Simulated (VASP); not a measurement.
Consider the following.

```yaml
crystal:
  lattice:
    - [0.00000, 2.76721, 2.76721]
    - [2.76721, 0.00000, 2.76721]
    - [2.76721, 2.76721, 0.00000]
  atoms:
    - { symbol: Zn, position: [0.00000, 0.00000, 0.00000] }
    - { symbol: S, position: [0.25000, 0.25000, 0.25000] }
```

Calculation: TPSS meta-GGA, VASP's PBE PAW potentials (set 64) (plane waves; VASP). Run with 520 eV cut-off, 8×8×8 Γ-centred mesh, Gaussian smearing of 0.050 eV, potentials Zn S.

Problem. Give the stress tensor in GPa (positive for a compressed cell).

Solution. 
```
-3.63   0.00   0.00
 0.00  -3.63   0.00
 0.00   0.00  -3.63
```
The pressure is its mean diagonal, -3.63 GPa.

The compound is ZnS in the zinc blende structure. This cell is one point of a volume scan, at 1.06 of the reference volume.
